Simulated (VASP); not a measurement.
Here is the system:

```
CELL_PARAMETERS angstrom
      3.60535     0.00000     0.00000
      0.00000     3.60535     0.00000
      0.00000     0.00000     3.60535
ATOMIC_POSITIONS crystal
  Al 0.00000 0.00000 0.00000
  Ni 0.00000 0.50000 0.50000
  Ni 0.50000 0.00000 0.50000
  Ni 0.50000 0.50000 0.00000
```
Starting moments (μB, in the order of the record's atoms Al Ni Ni Ni): 0.0 0.2 0.2 0.2.

The numbers are results of PW91 GGA, VASP's PBE PAW potentials (set 64) (plane waves; VASP 6.6.1), not measurements. Run with 520 eV cut-off, 9×9×9 Γ-centred mesh, first-order Methfessel-Paxton smearing of 0.10 eV, potentials Al Ni.

**Question.** Predict the cell moment, energy per atom (σ→0), pressure, band gap (on the k-mesh) with the smallest direct gap where there is one.

**Answer.** 
The band gap (on the k-mesh) is none (metal, semimetal or under 0.01 eV). The cell moment is 0.00 μB and the energy per atom (σ→0) is -5.453 eV/atom. The pressure is -5.51 GPa.

Total energies compare only between runs with the same potentials, cut-off and functional.

The compound is Ni3Al in the L1_2 structure. This cell is one point of a volume scan, at 1.03 of the reference volume.
